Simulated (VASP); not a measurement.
Data:

```
CELL_PARAMETERS angstrom
      0.00000     2.77027     2.77027
      2.77027     0.00000     2.77027
      2.77027     2.77027     0.00000
ATOMIC_POSITIONS crystal
  Co 0.00000 0.00000 0.00000
  Al 0.25000 0.25000 0.25000
```
Starting moments (μB, in the order of the record's atoms Co Al): 1.8 0.0.

The numbers are results of r2SCAN meta-GGA, VASP's PBE PAW potentials (set 64) (plane waves; VASP 6.6.1), not measurements. Run with 400 eV cut-off, 13×13×13 Γ-centred mesh, tetrahedra with Blöchl corrections, potentials Co Al.

Give the spin-up energies of bands 1 to 10 at the high-symmetry points, in eV from the Fermi level.

| band | Γ | X | U | L | W |
|---|---|---|---|---|---|
| 1 | -8.08 | -4.52 | -4.63 | -5.58 | -4.53 |
| 2 | -3.50 | -4.36 | -4.08 | -3.61 | -3.98 |
| 3 | -3.50 | -3.34 | -3.45 | -3.61 | -3.55 |
| 4 | -3.10 | -2.60 | -2.81 | -3.31 | -2.84 |
| 5 | -3.10 | -2.60 | -2.66 | -2.77 | -2.59 |
| 6 | -3.10 | -2.19 | -2.19 | -2.77 | -2.10 |
| 7 | 6.14 | -2.03 | -1.40 | -2.12 | -1.09 |
| 8 | 6.14 | 1.32 | -0.65 | 4.00 | -0.40 |
| 9 | 6.14 | 1.32 | 2.02 | 4.00 | 0.19 |
| 10 | 7.03 | 4.80 | 5.52 | 7.55 | 8.71 |

Give the spin-down energies of bands 1 to 10 at the high-symmetry points, in eV from the Fermi level.

```csv
band,Γ,X,U,L,W
1,-8.16,-4.47,-4.57,-5.59,-4.45
2,-2.22,-3.13,-2.62,-3.32,-2.08
3,-2.22,-1.60,-1.72,-1.94,-2.06
4,-2.22,-1.60,-1.68,-1.94,-1.85
5,0.39,-1.53,-1.51,-1.12,-1.26
6,0.39,0.47,-0.64,0.27,-0.39
7,6.46,0.72,0.30,0.27,-0.27
8,6.46,1.41,1.16,4.21,0.67
9,6.46,1.41,2.40,4.21,1.94
10,7.13,5.59,5.99,7.68,8.79
```

It has no gap at this level: it comes out as a metal or semimetal.

The structure was generated: CoAl was put into the zinc blende type (F-43m), which need not be its known phase. It was relaxed first, which changed the volume by -8 %.
